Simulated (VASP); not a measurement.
**Band edges against the vacuum: AlN(110)**

Where do the bulk band edges lie against the vacuum outside AlN(110)? The cell is generated by rule, not measured, and may not be a known phase.

Main program and level: VASP 6.6.1; PBE; plane waves and PAW (Al, N), in the first sound run; inputs show where later runs differ.

The structure was built from a prototype and need not be the compound's stable phase.

## (1) The structure

It takes space group F-43m (No. 216, cubic). Conventional cell: a = 4.380 Å, b = 4.380 Å, c = 4.380 Å, α = 90.00°, β = 90.00°, γ = 90.00°. Nearest to Al lie 4 N at 1.90 Å. Nearest to N lie 4 Al at 1.90 Å. Farther neighbours and most contacts between anions are not listed.

## (2) Relaxing the bulk crystal

The later steps need the crystal at this functional's own lattice; a raised cutoff keeps the stress reliable while the cell changes.

Input file INCAR:

```
SYSTEM = AlN
PREC = Accurate
ENCUT = 520
EDIFF = 1E-06
NELM = 120
ISMEAR = 0
SIGMA = 0.03
LREAL = .FALSE.
ALGO = Normal
GGA = PE
NBANDS = 10
LORBIT = 11
LWAVE = .FALSE.
LCHARG = .FALSE.
KPAR = 4
IBRION = 2
NSW = 40
ISIF = 3
EDIFFG = -0.02
POTIM = 0.4
```

Input file POSCAR:

```
AlN
1.0
    0.0000000000      2.1900000000      2.1900000000
    2.1900000000      0.0000000000      2.1900000000
    2.1900000000      2.1900000000      0.0000000000
Al N
1 1
Direct
    0.0000000000      0.0000000000      0.0000000000
    0.2500000000      0.2500000000      0.2500000000
```

Input file KPOINTS:

```
Automatic mesh
0
Gamma
7 7 7
0 0 0
```

Potentials, in the order of the species: Al and N (PBE family, release 64).

On the command line:

```bash
$ mpirun -np 4 vasp_std
```

What it wrote:

```text
[banner, memory and clock lines left out]
running    4 mpi-ranks, on    1 nodes
 distrk:  each k-point on    1 cores,    4 groups
 distr:  one band on    1 cores,    1 groups

 POSCAR found type information on POSCAR AlN
 POSCAR found :  2 types and       2 ions
 LDA part: xc-table for (Slater+PW92), standard interpolation
 POSCAR, INCAR and KPOINTS ok, starting setup
 FFT: planning ... GRIDC
 FFT: planning ... GRID_SOFT
 FFT: planning ... GRID
 WAVECAR not read
 entering main loop
       N       E                     dE             d eps       ncg     rms          rms(c)
DAV:   1     0.115645851757E+02    0.11565E+02   -0.39500E+03   408   0.663E+02
DAV:   2    -0.162972235544E+02   -0.27862E+02   -0.26986E+02   492   0.145E+02
DAV:   3    -0.172039482181E+02   -0.90672E+00   -0.90548E+00   480   0.259E+01
DAV:   4    -0.172093057918E+02   -0.53576E-02   -0.53572E-02   456   0.206E+00
DAV:   5    -0.172093784693E+02   -0.72678E-04   -0.72677E-04   460   0.228E-01    0.859E+00
DAV:   6    -0.148557763952E+02    0.23536E+01   -0.12376E+01   444   0.189E+01    0.286E+00
DAV:   7    -0.148504204776E+02    0.53559E-02   -0.14326E-01   430   0.323E+00    0.202E+00
DAV:   8    -0.148449648321E+02    0.54556E-02   -0.24474E-02   410   0.166E+00    0.517E-01
DAV:   9    -0.148440193941E+02    0.94544E-03   -0.26087E-03   454   0.331E-01    0.223E-01
DAV:  10    -0.148440879248E+02   -0.68531E-04   -0.38954E-04   424   0.134E-01    0.163E-02
DAV:  11    -0.148440942557E+02   -0.63308E-05   -0.11450E-05   460   0.253E-02    0.136E-02
DAV:  12    -0.148440942698E+02   -0.14147E-07   -0.60782E-07   236   0.664E-03
   1 F= -.14844094E+02 E0= -.14844094E+02  d E =-.148441E+02
 curvature:   0.00 expect dE= 0.000E+00 dE for cont linesearch  0.000E+00
 trial: gam= 0.00000 g(F)=  0.127E-46 g(S)=  0.820E-02 ort = 0.000E+00 (trialstep = 0.100E+01)
 search vector abs. value=  0.820E-02
 bond charge predicted
       N       E                     dE             d eps       ncg     rms          rms(c)
DAV:   1    -0.148569783205E+02   -0.12884E-01   -0.26139E-01   408   0.386E+00    0.719E-01
DAV:   2    -0.148462550286E+02    0.10723E-01   -0.58904E-02   412   0.138E+00    0.165E-01
DAV:   3    -0.148461764043E+02    0.78624E-04   -0.99104E-04   410   0.284E-01    0.579E-02
DAV:   4    -0.148461089639E+02    0.67440E-04   -0.40720E-05   430   0.464E-02    0.260E-02
DAV:   5    -0.148460975254E+02    0.11438E-04   -0.10007E-05   434   0.220E-02    0.134E-02
DAV:   6    -0.148460972348E+02    0.29061E-06   -0.14668E-07   212   0.328E-03
   2 F= -.14846097E+02 E0= -.14846097E+02  d E =-.200297E-02
 trial-energy change:   -0.002003  1 .order   -0.002034   -0.008204    0.004136
 step:   0.6614(harm=  0.6648)  dis= 0.00000  next Energy=   -14.846799 (dE=-0.270E-02)
 bond charge predicted
       N       E                     dE             d eps       ncg     rms          rms(c)
DAV:   1    -0.148480279376E+02   -0.19304E-02   -0.29907E-02   406   0.132E+00    0.243E-01
DAV:   2    -0.148468080184E+02    0.12199E-02   -0.66085E-03   408   0.464E-01    0.568E-02
DAV:   3    -0.148467987963E+02    0.92220E-05   -0.11819E-04   408   0.978E-02    0.200E-02
DAV:   4    -0.148467916640E+02    0.71324E-05   -0.45845E-06   428   0.156E-02    0.924E-03
DAV:   5    -0.148467908903E+02    0.77366E-06   -0.11052E-06   212   0.756E-03
   3 F= -.14846791E+02 E0= -.14846791E+02  d E =-.269662E-02
 curvature:  -0.33 expect dE=-0.835E-08 dE for cont linesearch -0.835E-08
 trial: gam=-0.00175 g(F)=  0.236E-48 g(S)=  0.251E-07 ort = 0.144E-04 (trialstep = 0.932E+00)
 search vector abs. value=  0.100E-09
 reached required accuracy - stopping structural energy minimisation
```

It took 7 s on 4 MPI ranks of AMD EPYC 7R43, shared host; peak memory 0.41 GiB.

Lines that name or quote the potential files are left out of all logs, and their timing lines are given in words.

From OUTCAR (step 2):

```text
ion  position               nearest neighbor table
   1  0.000  0.000  0.000-   2 1.90   2 1.90   2 1.90   2 1.90
   2  0.250  0.250  0.250-   1 1.90   1 1.90   1 1.90   1 1.90

  LATTYP: Found a face centered cubic cell.
 ALAT       =     4.3800000000

 Subroutine GETGRP returns: Found 24 space group operations
 (whereof 24 operations were pure point group operations)

The static configuration has the point symmetry T_d .

 Found     20 irreducible k-points:

   k-points           NKPTS =     20   k-points in BZ     NKDIM =     20   number of bands    NBANDS=     10

   dimension x,y,z NGX =    24 NGY =   24 NGZ =   24
   dimension x,y,z NGXF=    48 NGYF=   48 NGZF=   48

   ENCUT  =  520.0 eV  38.22 Ry    6.18 a.u.   5.76  5.76  5.76*2*pi/ulx,y,z

   NELECT =       8.0000    total number of electrons

 k-points in reciprocal lattice and weights: Automatic mesh
   0.00000000  0.00000000  0.00000000       0.003
   0.14285714  0.00000000  0.00000000       0.023
   0.28571429  0.00000000  0.00000000       0.023
   0.42857143  0.00000000  0.00000000       0.023
   0.14285714  0.14285714  0.00000000       0.017
   0.28571429  0.14285714  0.00000000       0.070
   0.42857143  0.14285714  0.00000000       0.070
  -0.42857143  0.14285714  0.00000000       0.070
  -0.28571429  0.14285714  0.00000000       0.070
[...]
-0.42857143  0.42857143  0.14285714       0.070
  -0.28571429  0.42857143  0.14285714       0.070

 average (electrostatic) potential at core
       1 -71.9293       2 -60.1849

 E-fermi :   5.9923

 k-point     1 :       0.0000    0.0000    0.0000
  band No.  band energies     occupation
      1      -9.0918      2.00000
      2       5.7590      2.00000
      3       5.7590      2.00000
      4       5.7590      2.00000
      5       9.7559      0.00000
      6      18.0965      0.00000
      7      18.0965      0.00000
      8      18.0965      0.00000
      9      23.2667      0.00000
    ...

 k-point     2 :       0.1429    0.0000    0.0000
  band No.  band energies     occupation
      1      -8.8049      2.00000
      2       4.3035      2.00000
      3       5.6591      2.00000
      4       5.6591      2.00000
      5      10.9112      0.00000
      6      17.3848      0.00000
      7      18.2802      0.00000
      8      18.2802      0.00000
      9      21.6009      0.00000
    ...

 k-point     3 :       0.2857    0.0000    0.0000
  band No.  band energies     occupation
      1      -8.0472      2.00000
      2       1.9649      2.00000
      3       5.4526      2.00000
      4       5.4526      2.00000
      5      12.2954      0.00000
      6      16.2707      0.00000
      7      17.6534      0.00000
      8      17.6534      0.00000
      9      22.2885      0.00000
    ...

  Total        0.0006588      0.0006588      0.0006588      0.0000000      0.0000000     -0.0000000
  in kB        0.0495281      0.0495281      0.0495281      0.0000000      0.0000000     -0.0000000
  external PRESSURE =       0.0495281 kB  Pullay stress =       0.0000000 kB

  energy-cutoff  :      520.00
  volume of cell :       21.31
      direct lattice vectors                 reciprocal lattice vectors
     0.000000000  2.200523004  2.200523004    -0.227218711  0.227218711  0.227218711
     2.200523004  0.000000000  2.200523004     0.227218711 -0.227218711  0.227218711
     2.200523004  2.200523004 -0.000000000     0.227218711  0.227218711 -0.227218711

 POSITION                                       TOTAL-FORCE (eV/Angst)
 -----------------------------------------------------------------------------------
      0.00000      0.00000      0.00000         0.000000      0.000000     -0.000000
      1.10026      1.10026      1.10026        -0.000000     -0.000000      0.000000
 -----------------------------------------------------------------------------------
    total drift:                                0.000000      0.000000      0.000000

  FREE ENERGIE OF THE ION-ELECTRON SYSTEM (eV)
  ---------------------------------------------------
  free  energy   TOTEN  =       -14.8467908903 eV

  energy  without entropy=      -14.8467908903  energy(sigma->0) =      -14.84679089

 reached required accuracy - stopping structural energy minimisation

 total charge
# of ion       s       p       d       tot
------------------------------------------
    1        0.367   0.434   0.000   0.802
    2        1.222   2.621   0.000   3.844
--------------------------------------------------
tot          1.590   3.056   0.000   4.645

[... 3 further parts left out ...]
```

The run keeps the 24 symmetry operations of its start, so it cannot find a distortion of lower symmetry.

Step by step:

| step | energy less that of the first step (eV) | largest force (eV/Å) | pressure (GPa) | volume (Å³) |
| --- | --- | --- | --- | --- |
| 1 | 0.0000 | 0.0000 | 2.87 | 21.01 |
| 2 | -0.0020 | 0.0000 | -1.42 | 21.47 |
| 3 | -0.0027 | 0.0000 | 0.01 | 21.31 |

| conventional cell, symmetrised | before | after | change |
| --- | --- | --- | --- |
| a (Å) | 4.380 | 4.401 | +0.5 % |
| b (Å) | 4.380 | 4.401 | +0.5 % |
| c (Å) | 4.380 | 4.401 | +0.5 % |
| volume (Å³/atom) | 10.50 | 10.66 | +1.4 % |

Final coordinates:

```xyz
2
Lattice="0.0000 2.2005 2.2005 2.2005 0.0000 2.2005 2.2005 2.2005 0.0000" Properties=species:S:1:pos:R:3 pbc="T T T"
Al    0.0000    0.0000    0.0000
N     1.1003    1.1003    1.1003
```

This step gave:

| Quantity | Value |
| --- | --- |
| electronic cycles | 23 |
| electrons | 8 |
| free energy (TOTEN) | -14.85 eV |
| Fermi energy | 5.992 eV |

The run ended after 3 ionic steps, 0.003 eV below its first step, once forces and stress met EDIFFG = -0.02.

## (3) Band edges of the bulk

A static bulk run at the slab's cutoff gives the band edges and the core potentials that tie them to the slab.

Input file INCAR:

```
SYSTEM = AlN
PREC = Normal
ENCUT = 440
EDIFF = 1E-06
NELM = 120
ISMEAR = 0
SIGMA = 0.03
LREAL = .FALSE.
ALGO = Normal
GGA = PE
NBANDS = 10
LORBIT = 11
LWAVE = .FALSE.
LCHARG = .FALSE.
KPAR = 4
```

Input file POSCAR:

```
AlN
1.0
    0.0000000000      2.2005230038      2.2005230038
    2.2005230038      0.0000000000      2.2005230038
    2.2005230038      2.2005230038      0.0000000000
Al N
1 1
Direct
    0.0000000000      0.0000000000      0.0000000000
    0.2500000000      0.2500000000      0.2500000000
```

Input file KPOINTS:

```
Automatic mesh
0
Gamma
17 17 17
0 0 0
```

On the command line:

```bash
$ mpirun -np 4 vasp_std
```

What it wrote:

```text
[... set-up lines as in an earlier step ...]
 entering main loop
       N       E                     dE             d eps       ncg     rms          rms(c)
DAV:   1     0.650943508113E+01    0.65094E+01   -0.35714E+03  3508   0.571E+02
DAV:   2    -0.164921962181E+02   -0.23002E+02   -0.22191E+02  4032   0.123E+02
DAV:   3    -0.171808534600E+02   -0.68866E+00   -0.68803E+00  3882   0.206E+01
DAV:   4    -0.171842145676E+02   -0.33611E-02   -0.33610E-02  3710   0.163E+00
DAV:   5    -0.171842549390E+02   -0.40371E-04   -0.40371E-04  3788   0.173E-01    0.851E+00
DAV:   6    -0.148630369012E+02    0.23212E+01   -0.12415E+01  3516   0.183E+01    0.290E+00
DAV:   7    -0.148579001893E+02    0.51367E-02   -0.12352E-01  3574   0.308E+00    0.204E+00
DAV:   8    -0.148524642617E+02    0.54359E-02   -0.23490E-02  3418   0.160E+00    0.514E-01
DAV:   9    -0.148516199070E+02    0.84435E-03   -0.22748E-03  3740   0.292E-01    0.228E-01
DAV:  10    -0.148516944180E+02   -0.74511E-04   -0.35796E-04  3574   0.129E-01    0.162E-02
DAV:  11    -0.148516995521E+02   -0.51341E-05   -0.72454E-06  3774   0.197E-02    0.148E-02
DAV:  12    -0.148516995967E+02   -0.44642E-07   -0.98614E-07  2742   0.787E-03
   1 F= -.14851700E+02 E0= -.14851700E+02  d E =-.469924E-15
```

The job ended after 7.6 s (4 MPI ranks; peak memory 0.37 GiB; 27 s of CPU time).

From OUTCAR (step 3):

```text
  LATTYP: Found a face centered cubic cell.
 ALAT       =     4.4010460076

The static configuration has the point symmetry T_d .

 Found    165 irreducible k-points:

   k-points           NKPTS =    165   k-points in BZ     NKDIM =    165   number of bands    NBANDS=     10

   dimension x,y,z NGX =    16 NGY =   16 NGZ =   16
   dimension x,y,z NGXF=    32 NGYF=   32 NGZF=   32

   ENCUT  =  440.0 eV  32.34 Ry    5.69 a.u.   5.32  5.32  5.32*2*pi/ulx,y,z

   NELECT =       8.0000    total number of electrons

 E-fermi :   5.9090

 k-point     1 :       0.0000    0.0000    0.0000
  band No.  band energies     occupation
      1      -9.0931      2.00000
      2       5.7586      2.00000
      3       5.7592      2.00000
      4       5.7592      2.00000
      5       9.7554      0.00000
      6      18.0975      0.00000
      7      18.0975      0.00000
      8      18.0975      0.00000
      9      23.2689      0.00000
    ...

 k-point     2 :       0.0588    0.0000    0.0000
  band No.  band energies     occupation
      1      -9.0433      2.00000
      2       5.4479      2.00000
      3       5.7410      2.00000
      4       5.7415      2.00000
      5      10.0197      0.00000
      6      17.9537      0.00000
      7      18.1515      0.00000
      8      18.1515      0.00000
      9      22.6128      0.00000
    ...

  Total       -0.1347753     -0.1347753     -0.1347753     -0.0000000      0.0000000     -0.0000000
  in kB      -10.1324172    -10.1324172    -10.1324172     -0.0000000      0.0000000     -0.0000000
  external PRESSURE =     -10.1324172 kB  Pullay stress =       0.0000000 kB

  energy-cutoff  :      440.00
  volume of cell :       21.31
      direct lattice vectors                 reciprocal lattice vectors
     0.000000000  2.200523004  2.200523004    -0.227218711  0.227218711  0.227218711
     2.200523004  0.000000000  2.200523004     0.227218711 -0.227218711  0.227218711
     2.200523004  2.200523004  0.000000000     0.227218711  0.227218711 -0.227218711

 POSITION                                       TOTAL-FORCE (eV/Angst)
 -----------------------------------------------------------------------------------
      0.00000      0.00000      0.00000        -0.000000      0.000000      0.000000
      1.10026      1.10026      1.10026         0.000000     -0.000000     -0.000000
 -----------------------------------------------------------------------------------
    total drift:                               -0.000000     -0.000000     -0.000001

  FREE ENERGIE OF THE ION-ELECTRON SYSTEM (eV)
  ---------------------------------------------------
  free  energy   TOTEN  =       -14.8516995967 eV

  energy  without entropy=      -14.8516995967  energy(sigma->0) =      -14.85169960

 total charge
# of ion       s       p       d       tot
------------------------------------------
    1        0.367   0.434   0.000   0.802
    2        1.229   2.602   0.000   3.831
--------------------------------------------------
tot          1.596   3.036   0.000   4.633

[... 1 part as in an earlier step ...]

[... 7 further parts left out ...]
```

The gap is read on the k-mesh alone, so it is an upper bound where the band edges lie off the mesh.

Numbers from this step:

| Item | Value |
| --- | --- |
| electronic cycles | 12 |
| Fermi energy | 5.909 eV |
| metallic | no |
| gap on the k-mesh | 3.357 eV |
| least direct gap on the k-mesh | 3.996 eV |

[end of part 1 of 3]

[Lines on the potential files, build, host, timing and source positions are cut from VASP's logs without a mark.]

[Logs are printed without paths, hosts, clocks, repeated set-up lines and the standing remarks that a program may print on its own settings, such as how far it seeks lower states.]

[Hosts, paths, dates, database ids (printed as entryN), source tags and the programs' standing remarks are cut or masked in the printed files.]

[Runs that stopped without an error message from VASP are left out.]
